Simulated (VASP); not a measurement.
Here is the system:

```
AuCu
1.0
    2.83296     0.00000     0.00000
    0.00000     2.83296     0.00000
    0.00000     0.00000     3.53855
Cu Au
1 1
Direct
  0.00000   0.00000   0.00000
  0.50000   0.50000   0.50000
```

The numbers are results of revTPSS meta-GGA, VASP's PBE PAW potentials (set 64) (plane waves; VASP), not measurements. Settings: 520 eV cut-off, 14×14×12 Γ-centred mesh, tetrahedra with Blöchl corrections, potentials Cu Au.

Problem. Give the energies of bands 1 to 14 at the high-symmetry points, in eV from the Fermi level.

Solution. 
| band | Γ | X | M | Z | R | A |
|---|---|---|---|---|---|---|
| 1 | -10.05 | -6.96 | -7.41 | -8.03 | -7.23 | -6.80 |
| 2 | -6.81 | -5.63 | -5.99 | -6.46 | -6.83 | -6.02 |
| 3 | -6.71 | -5.60 | -5.99 | -5.99 | -4.82 | -6.02 |
| 4 | -4.30 | -4.82 | -5.99 | -4.00 | -4.45 | -3.66 |
| 5 | -4.30 | -4.34 | -1.92 | -4.00 | -4.00 | -3.36 |
| 6 | -3.34 | -3.49 | -1.89 | -3.53 | -2.75 | -3.36 |
| 7 | -2.87 | -3.15 | -1.84 | -3.35 | -2.06 | -3.24 |
| 8 | -2.19 | -3.11 | -1.80 | -3.02 | -1.88 | -2.24 |
| 9 | -1.78 | -2.57 | -1.40 | -2.49 | -1.62 | -1.91 |
| 10 | -1.55 | -2.33 | -1.40 | -2.49 | -1.57 | -1.80 |
| 11 | -1.55 | -1.07 | 0.26 | -2.36 | -1.23 | 5.31 |
| 12 | 2.77 | -0.43 | 0.26 | -2.14 | -1.22 | 5.54 |
| 13 | 9.17 | 10.04 | 4.88 | 13.96 | 2.76 | 5.54 |
| 14 | 9.52 | 10.17 | 6.75 | 14.48 | 4.66 | 6.14 |

It has no gap at this level: it comes out as a metal or semimetal.

The compound is CuAu in the L1_0 structure. It was relaxed first.
